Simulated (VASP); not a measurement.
Energy against volume of CsPbCl3 (cubic perovskite). All values below come from PW91 GGA, VASP's PBE PAW potentials (set 64) (plane waves; VASP 6.6.1). Settings: 520 eV cut-off, 4×4×4 Γ-centred mesh, Gaussian smearing of 0.050 eV, potentials Cs_sv Pb_d Cl.

| V (Å³/atom) | E (eV/atom) |
|---|---|
| 36.533 | -3.53378 |
| 37.663 | -3.53680 |
| 38.793 | -3.53506 |
| 39.923 | -3.52937 |

Problem. Fit these four points and predict the energy of the run at 35.403 Å³/atom.

Solution. A cubic in V^(−2/3), the third-order Birch-Murnaghan form, passes through the four points with V0 = 37.78 Å³/atom and B0 = 22 GPa, and gives -3.5250 eV/atom there. The run gave -3.5252 eV/atom, -0.2 meV/atom from the fit; all five points give B0 = 22 GPa.

The compound is CsPbCl3 in the cubic perovskite structure, the ideal cubic form; the compound distorts at low or room temperature. It was relaxed first, which changed the volume by +7 %.
